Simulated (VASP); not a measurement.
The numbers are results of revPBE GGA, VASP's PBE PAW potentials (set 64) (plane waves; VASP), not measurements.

A VASP calculation is set up with these files.

INCAR:
```
! general
SYSTEM = SiC
PREC   = Accurate
ENCUT  = 520
LREAL  = .False.
LASPH  = .True.

! electronic loop
EDIFF  = 1E-7
NELM   = 100
ALGO   = Normal

! smearing
ISMEAR = 0
SIGMA  = 0.05

! functional
GGA    = RE

! ions
ISIF   = 2

! output
LWAVE  = .False.
LCHARG = .False.
```

**POSCAR**
```
SiC
1.0
  0.0000000000   2.2399665046   2.2399665046
  2.2399665046   0.0000000000   2.2399665046
  2.2399665046   2.2399665046   0.0000000000
Si C
1 1
Direct
  0.0000000000   0.0000000000   0.0000000000
  0.2500000000   0.2500000000   0.2500000000
```

**KPOINTS**
```
K-points
0
gamma
10 10 10
```

POTCAR, in this order: Si C (PBE.64 set). Program: vasp_std.

Output of the run:

OSZICAR:
```
       N       E                     dE             d eps       ncg     rms          rms(c)
DAV:   1     0.563957803890E+01    0.56396E+01   -0.40592E+03   776   0.837E+02
DAV:   2    -0.155669836782E+02   -0.21207E+02   -0.20181E+02  1128   0.107E+02
DAV:   3    -0.159891238852E+02   -0.42214E+00   -0.42214E+00   896   0.184E+01
DAV:   4    -0.159901806537E+02   -0.10568E-02   -0.10568E-02  1152   0.101E+00
DAV:   5    -0.159901811684E+02   -0.51475E-06   -0.51475E-06   896   0.212E-02    0.834E+00
DAV:   6    -0.144374196446E+02    0.15528E+01   -0.70492E+00   816   0.145E+01    0.380E+00
DAV:   7    -0.144089591495E+02    0.28460E-01   -0.26725E-01  1144   0.376E+00    0.173E+00
DAV:   8    -0.144059445952E+02    0.30146E-02   -0.16225E-02   800   0.124E+00    0.186E-01
DAV:   9    -0.144065112836E+02   -0.56669E-03   -0.11341E-03  1200   0.291E-01    0.122E-01
DAV:  10    -0.144067083333E+02   -0.19705E-03   -0.35886E-04  1056   0.153E-01    0.208E-02
DAV:  11    -0.144067100647E+02   -0.17313E-05   -0.77192E-05   968   0.525E-02    0.539E-03
DAV:  12    -0.144067106785E+02   -0.61380E-06   -0.29833E-06   992   0.142E-02    0.162E-03
DAV:  13    -0.144067108060E+02   -0.12748E-06   -0.20120E-07  1064   0.426E-03    0.133E-03
DAV:  14    -0.144067107802E+02    0.25764E-07   -0.16980E-08   520   0.100E-03
   1 F= -.14406711E+02 E0= -.14406711E+02  d E =-.202137E-11
```

File OUTCAR:
```
------------------------ aborting loop because EDIFF is reached ----------------------------------------
  FORCE on cell =-STRESS in cart. coord.  units (eV):
  Direction    XX          YY          ZZ          XY          YZ          ZX
  --------------------------------------------------------------------------------------
  Total       -1.5115455     -1.5115455     -1.5115455     -0.0000000      0.0000000     -0.0000000
  in kB     -107.7400673   -107.7400673   -107.7400673     -0.0000000      0.0000000     -0.0000000
  external PRESSURE =    -107.7400673 kB  Pullay stress =       0.0000000 kB
  volume of cell :       22.48
      direct lattice vectors                 reciprocal lattice vectors
     0.000000000  2.239966505  2.239966505    -0.223217624  0.223217624  0.223217624
     2.239966505  0.000000000  2.239966505     0.223217624 -0.223217624  0.223217624
     2.239966505  2.239966505  0.000000000     0.223217624  0.223217624 -0.223217624
  FREE ENERGIE OF THE ION-ELECTRON SYSTEM (eV)
  ---------------------------------------------------
  free  energy   TOTEN  =       -14.4067107802 eV

  energy  without entropy=      -14.4067107802  energy(sigma->0) =      -14.40671078
```
(Selected blocks of OUTCAR.)

OUTCAR:
```
 val. band max:        7.2717160375   @ k =   0.0000   0.0000   0.0000

 cond. band min:       8.7071637931   @ k =   0.5000   0.5000   0.0000


 Fermi energy:         7.4811792765

 k-point     1 :       0.0000    0.0000    0.0000
  band No.  band energies     occupation
      1      -7.5115      2.00000
      2       7.2717      2.00000
      3       7.2717      2.00000
      4       7.2717      2.00000
      5      12.5553      0.00000
      6      14.0604      0.00000
      7      14.0604      0.00000
      8      14.0604      0.00000

 k-point     2 :       0.1000    0.0000    0.0000
  band No.  band energies     occupation
      1      -7.3289      2.00000
      2       6.2689      2.00000
      3       7.1411      2.00000
      4       7.1411      2.00000
      5      12.9247      0.00000
      6      14.2505      0.00000
      7      14.2917      0.00000
      8      14.2917      0.00000

 k-point     3 :       0.2000    0.0000    0.0000
  band No.  band energies     occupation
      1      -6.7906      2.00000
      2       4.2251      2.00000
      3       6.8418      2.00000
      4       6.8418      2.00000
      5      12.7682      0.00000
      6      14.6622      0.00000
      7      14.6622      0.00000
      8      15.3531      0.00000

 k-point     4 :       0.3000    0.0000    0.0000
  band No.  band energies     occupation
      1      -5.9345      2.00000
      2       2.0360      2.00000
      3       6.5336      2.00000
      4       6.5336      2.00000
      5      12.3743      0.00000
      6      14.6180      0.00000
      7      14.6180      0.00000
      8      16.4194      0.00000

 k-point     5 :       0.4000    0.0000    0.0000
  band No.  band energies     occupation
      1      -4.8935      2.00000
      2       0.1256      2.00000
      3       6.3201      2.00000
      4       6.3201      2.00000
      5      12.0990      0.00000
      6      14.3233      0.00000
      7      14.3233      0.00000
...
```

The compound is SiC in the zinc blende structure. This cell is one point of a volume scan, at 1.06 of the reference volume.
